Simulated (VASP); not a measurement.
Consider the following.

```
CELL_PARAMETERS angstrom
      4.23429     0.00000     0.00000
      0.00000     4.23429     0.00000
      0.00000     0.00000     4.23429
ATOMIC_POSITIONS crystal
  Cu 0.75000 0.25000 0.75000
  Cu 0.25000 0.75000 0.75000
  Cu 0.75000 0.75000 0.25000
  Cu 0.25000 0.25000 0.25000
  O  0.00000 0.00000 0.00000
  O  0.50000 0.50000 0.50000
```

These are TPSS meta-GGA, VASP's PBE PAW potentials (set 64) (plane waves; VASP 6.6.1) values and carry that method's errors. Numerical set-up: 520 eV cut-off, 5×5×5 Γ-centred mesh, Gaussian smearing of 0.050 eV, potentials Cu O.

Question: Give the stress tensor in GPa (positive for a compressed cell).

Answer: 
```
4.28  0.00  0.00
0.00  4.28  0.00
0.00  0.00  4.28
```
The pressure is its mean diagonal, 4.28 GPa.

The compound is Cu2O in the cuprite structure. This cell is one point of a volume scan, at 0.97 of the reference volume.
